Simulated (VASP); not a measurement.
# LuAl3N4 (P3m1) in VASP: notebook, part 2 of 2

VASP 6.6.1. The steps go on from the part before.

## (3) Relaxation of cell and atoms, PBE

This run uses another cell than the first one, of 11.68 Å³/atom, 1.002 times its volume.

The input, INCAR:

```
PREC = Accurate
ENCUT = 520
EDIFF = 1E-7
ISMEAR = 0
SIGMA = 0.03
LREAL = F
LASPH = T
NELM = 120
ALGO = Normal
ISIF = 3
LWAVE = F
LCHARG = F
GGA = PE
IBRION = 2
NSW = 60
EDIFFG = -0.005
POTIM = 0.3
KPAR = 4
```

The input, KPOINTS:

```
regular mesh
0
Gamma
  10 10 4
```

The input, POSCAR:

```
LuAl3N4                                 
1.0
    3.2045004077      0.0000000000     -0.0000000000
   -1.6022501988      2.7751787552      0.0000000000
    0.0000000000      0.0000000000     10.5069677766
  Lu              Al              N             
     1     3     4
Direct
     0.0000000000000000    1.0000000000000000    0.9021865470590380
     0.3333333300000021    0.6666666699999979    0.6542491861605628
     0.3333333300000021    0.6666666699999979    0.1782612800152939
     0.6666666699999979    0.3333333300000021    0.4165692657520171
     0.3333333300000021    0.6666666699999979    0.4759229516448619
     0.3333333300000021    0.6666666699999979    0.0004427321227517
     0.6666666699999979    0.3333333300000021    0.2379561266943845
     0.6666666699999979    0.3333333300000021    0.7208945405510820
```

Potentials or basis: VASP PAW PBE potentials, release 64 (Lu, Al, N).

Started as:

```console
$ cat potpaw_PBE.64/Lu/POTCAR potpaw_PBE.64/Al/POTCAR potpaw_PBE.64/N/POTCAR > POTCAR
$ mpirun -np 4 vasp_std > vasp.out
```

OUTCAR:

```text
PREC = Accurate
   ENCUT = 520
   EDIFF = 1E-7
   ISMEAR = 0
   LREAL = F
   LASPH = T
   NELM = 120
   ISIF = 3
   GGA = PE
   IBRION = 2
   NSW = 60
   EDIFFG = -0.005
   POTIM = 0.3

 ion  position               nearest neighbor table
   1  0.000  0.000  0.902-   6 2.12   6 2.12   6 2.12   8 2.66   8 2.66   8 2.66   2 3.20   2 3.20
                             2 3.20   3 3.44   3 3.44   3 3.44
   2  0.333  0.667  0.654-   5 1.87   8 1.98   8 1.98   8 1.98   4 3.11   4 3.11   4 3.11   1 3.20
                             1 3.20   1 3.20
   3  0.333  0.667  0.178-   6 1.87   7 1.95   7 1.95   7 1.95   4 3.11   4 3.11   4 3.11   1 3.44
[... 1115 lines left out ...]
  in kB       -0.2002707     -0.2002707      0.0896554     -0.0000000      0.0000000      0.0000000
  external PRESSURE =      -0.1036287 kB  Pullay stress =       0.0000000 kB

 VOLUME and BASIS-vectors are now :
 -----------------------------------------------------------------------------
  energy-cutoff  :      520.00
  volume of cell :       93.44
      direct lattice vectors                 reciprocal lattice vectors
     3.204372824 -0.000000000 -0.000000000     0.312073549  0.180175747  0.000000000
    -1.602186407  2.775068264  0.000000000     0.000000000  0.360351496  0.000000000
     0.000000000  0.000000000 10.507483845     0.000000000  0.000000000  0.095170263

 POSITION                                       TOTAL-FORCE (eV/Angst)
 -----------------------------------------------------------------------------------
      3.20437     -0.00000      9.47997        -0.000000      0.000000      0.000264
     -0.00000      1.85005      6.87445         0.000000      0.000000     -0.000091
     -0.00000      1.85005      1.87292         0.000000      0.000000     -0.002366
      1.60219      0.92502      4.37698         0.000000      0.000000      0.000798
     -0.00000      1.85005      5.00091         0.000000     -0.000000      0.000570
     -0.00000      1.85005      0.00457         0.000000     -0.000000      0.003697
      1.60219      0.92502      2.50045        -0.000000      0.000000     -0.000889
      1.60219      0.92502      7.57466         0.000000     -0.000000     -0.001983
 -----------------------------------------------------------------------------------
    total drift:                               -0.000003      0.000002      0.001574

  FREE ENERGIE OF THE ION-ELECTRON SYSTEM (eV)
  ---------------------------------------------------
  free  energy   TOTEN  =       -59.7233809104 eV

  energy  without entropy=      -59.7233809104  energy(sigma->0) =      -59.72338091

 reached required accuracy - stopping structural energy minimisation
```

OSZICAR:

```text
N       E                     dE             d eps       ncg     rms          rms(c)
DAV:   1     0.370840729769E+03    0.37084E+03   -0.23369E+04  4672   0.446E+03
DAV:   2    -0.147183970379E+02   -0.38556E+03   -0.37242E+03  4384   0.672E+02
[... 17 lines left out ...]
       N       E                     dE             d eps       ncg     rms          rms(c)
DAV:   1    -0.597233772243E+02   -0.84274E-06   -0.52879E-04  4640   0.410E-01    0.122E-02
DAV:   2    -0.597233823295E+02   -0.51052E-05   -0.93435E-05  4616   0.924E-02    0.824E-03
DAV:   3    -0.597233811197E+02    0.12098E-05   -0.56598E-06  5792   0.572E-02    0.398E-03
DAV:   4    -0.597233808951E+02    0.22456E-06   -0.22534E-06  5344   0.216E-02    0.151E-03
DAV:   5    -0.597233809104E+02   -0.15212E-07   -0.35796E-07  3640   0.665E-03
   2 F= -.59723381E+02 E0= -.59723381E+02  d E =-.457410E-05
```

Wall time 32 s (4 MPI ranks of Intel Xeon 6975P-C (Granite Rapids), shared host); peak memory 0.3 GiB.

What came out:

| Quantity | Value |
| --- | --- |
| Free energy | -59.7234 eV |
| Energy gained by relaxing | 0.0 meV/atom |
| Ionic steps | 2 |
| Pressure after relaxing | 0.0 GPa |
| Largest force after relaxing | 0.004 eV/Å |
| Band gap on the k mesh | 2.83 eV, direct |

Forces on the atoms (eV/Å):
```
Lu   0.000  0.000  0.000
Al   0.000  0.000  0.000
Al   0.000  0.000 -0.002
Al   0.000  0.000  0.001
N    0.000  0.000  0.001
N    0.000  0.000  0.004
N    0.000  0.000 -0.001
N    0.000  0.000 -0.002
```

Final structure:
```
Lu Al N
1.0
     3.20437    0.00000    0.00000
    -1.60219    2.77507    0.00000
     0.00000    0.00000   10.50748
Lu Al N
1 3 4
Direct
  0.00000 0.00000 0.90221
  0.33333 0.66667 0.65424
  0.33333 0.66667 0.17825
  0.66667 0.33333 0.41656
  0.33333 0.66667 0.47594
  0.33333 0.66667 0.00044
  0.66667 0.33333 0.23797
  0.66667 0.33333 0.72088
```

Caveat: spin-orbit coupling is left out, which moves the levels of the heavy elements. Expect the measured gap to be larger: semilocal functionals such as PBE lack the derivative discontinuity.

## (4) Single point, r2SCAN

This run uses another cell than the first one, of 11.68 Å³/atom, 1.002 times its volume.

The input, INCAR:

```
SYSTEM = LuAl3N4
ALGO = Normal
EDIFF = 1E-6
ENCUT = 520
ISIF = 2
ISMEAR = 0
KPAR = 4
LASPH = .TRUE.
LCHARG = .FALSE.
LMIXTAU = .TRUE.
LREAL = .FALSE.
LWAVE = .FALSE.
METAGGA = R2SCAN
NBANDS = 37
NELM = 150
PREC = Accurate
SIGMA = 0.03
```

The input, KPOINTS:

```
k-points
0
G
  10 10 4
  0 0 0
```

The input, POSCAR:

```
LuAl3N4                                 
1.0
    3.2043728235     -0.0000000000     -0.0000000000
   -1.6021864067      2.7750682641      0.0000000000
    0.0000000000      0.0000000000     10.5074838455
  Lu              Al              N             
     1     3     4
Direct
     1.0000000000000000    0.0000000000000000    0.9022109168597482
     0.3333333300000021    0.6666666699999979    0.6542436034838121
     0.3333333300000021    0.6666666699999979    0.1782464429653924
     0.6666666699999979    0.3333333300000021    0.4165583055489507
     0.3333333300000021    0.6666666699999979    0.4759380560346635
     0.3333333300000021    0.6666666699999979    0.0004351100271083
     0.6666666699999979    0.3333333300000021    0.2379680832771299
     0.6666666699999979    0.3333333300000021    0.7208821118031798
```

Started as:

```console
$ cat potpaw_PBE.64/Lu/POTCAR potpaw_PBE.64/Al/POTCAR potpaw_PBE.64/N/POTCAR > POTCAR
$ mpirun -np 4 vasp_std > vasp.out
```

Wall time 1.7 min (4 MPI ranks of Intel Xeon 6975P-C (Granite Rapids), shared host); peak memory 0.32 GiB.

It converged, with:

| Item | Value |
| --- | --- |
| Free energy | -107.5681 eV |
| Pressure | -4.0 GPa |
| Largest force | 0.079 eV/Å |
| Band gap on the k mesh | 3.31 eV, direct |

Forces in eV/Å, atoms in the order of the input:
```
Lu   0.000  0.000  0.079
Al   0.000  0.000 -0.059
Al   0.000  0.000 -0.059
Al   0.000  0.000 -0.076
N    0.000  0.000  0.071
N    0.000  0.000  0.041
N    0.000  0.000  0.065
N    0.000  0.000 -0.064
```

Stress tensor (GPa, compression positive):
```
-3.92  0.00  0.00
 0.00 -3.92  0.00
 0.00  0.00 -4.15
```

Levels at points of the mesh, in eV from the valence-band top:
```tsv
k point	band 24	band 25	band 26	band 27	band 28	band 29	band 30	band 31
(0.00, 0.00, 0.00)	-0.54	-0.54	-0.19	-0.19	3.60	4.96	6.17	6.54
(0.50, 0.00, 0.00)	-1.25	-1.25	-1.14	-0.03	3.46	4.86	5.44	6.85
(0.00, 0.00, 0.50)	-0.51	-0.51	-0.21	-0.21	3.84	5.16	5.64	6.54
(0.50, 0.00, 0.50)	-1.50	-1.31	-0.97	0.00	3.31	5.04	5.60	6.48
```

Caveat: the PAW data sets were made with another functional, which shifts forces and pressure a little; spin-orbit coupling is left out, which moves the levels of the heavy elements. A k mesh can miss the band edges.
